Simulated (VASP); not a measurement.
Crystal: Al2W3.

```xyz
5
Lattice="4.1926 0.0000 0.0000 -2.0963 3.6309 0.0000 0.0000 0.0000 5.1484" Properties=species:S:1:pos:R:3 pbc="T T T"
Al    2.0963    1.2103    2.5742
Al    0.0000    2.4206    0.0000
W     0.0000    0.0000    3.8376
W     0.0000    0.0000    1.3108
W     2.0963    1.2103    0.0000
```

The cell was built by a generator and needn't be a form met in nature.

| Property | Result |
| --- | --- |
| Program | VASP 6.6.1 |
| Task | relaxation of cell and atoms |
| Functional | PBE |
| Potentials or basis | VASP PAW PBE potentials, release 64 (Al, W_sv) |
| Cutoff | 520 eV |
| k mesh | 5 × 5 × 4 |
| Occupations | gaussian, width 0.15 eV |
| Spin | no spin polarisation |

At the start: pressure 27.2 GPa; volume 15.67 Å³/atom.

**Question.** How do energy, volume and symmetry change on relaxing?

**Answer.** Over 10 steps the energy falls by 168.2 meV/atom and the volume is 17.67 Å³/atom (+12.7 %); space group P-6m2 (No. 187, to 0.05 Å).

Step by step:
| step | energy change (eV) | largest force (eV/Å) | pressure (GPa) | volume (Å³) |
| --- | --- | --- | --- | --- |
| 1 | 0.0000 | 0.5828 | 27.18 | 78.37 |
| 2 | 1.6212 | 0.2060 | -26.03 | 112.48 |
| 3 | -0.8023 | 0.0746 | -2.22 | 89.22 |
| 4 | -0.8060 | 0.0564 | -0.74 | 88.55 |
| 5 | -0.8360 | 0.1192 | 0.37 | 88.27 |
| 6 | -0.8409 | 0.0969 | -0.06 | 88.35 |
| 7 | -0.8409 | 0.0936 | -0.03 | 88.35 |
| 8 | -0.8395 | 0.1067 | 0.15 | 88.31 |
| 9 | -0.8408 | 0.1047 | 0.01 | 88.34 |
| 10 | -0.8411 | 0.0129 | -0.04 | 88.36 |

Final structure:
```
CELL_PARAMETERS angstrom
4.42412 0.00000 0.00000
-2.21206 3.83140 0.00000
0.00000 0.00000 5.21257
ATOMIC_POSITIONS crystal
Al 0.66667 0.33333 0.50000
Al 0.33333 0.66667 0.00000
W 0.00000 0.00000 0.74439
W 0.00000 0.00000 0.25561
W 0.66667 0.33333 0.00000
```
